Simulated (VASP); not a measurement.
Data:

```yaml
crystal:
  lattice:
    - [4.02698, 0.00000, 0.00000]
    - [0.00000, 4.02698, 0.00000]
    - [0.00000, 0.00000, 4.02698]
  atoms:
    - { symbol: K, position: [0.00000, 0.00000, 0.00000] }
    - { symbol: Ta, position: [0.50000, 0.50000, 0.50000] }
    - { symbol: O, position: [0.50000, 0.00000, 0.50000] }
    - { symbol: O, position: [0.00000, 0.50000, 0.50000] }
    - { symbol: O, position: [0.50000, 0.50000, 0.00000] }
```

These are PBE GGA, VASP's PBE PAW potentials (set 64) (plane waves; VASP) values and carry that method's errors. Run with 620 eV cut-off, 6×6×6 Γ-centred mesh, Gaussian smearing of 0.050 eV, potentials K_sv Ta_pv O.

Unless said otherwise, spin-orbit coupling is left out, though it shifts the bands of the heavy elements here.

What does the run give for the energy per atom (σ→0), band gap (on the k-mesh) with the smallest direct gap where there is one?

band gap (on the k-mesh): 2.11 eV
smallest direct gap (on the k-mesh): 2.74 eV
energy per atom (σ→0): -8.215 eV/atom

The compound is KTaO3 in the cubic perovskite structure. It was relaxed first.
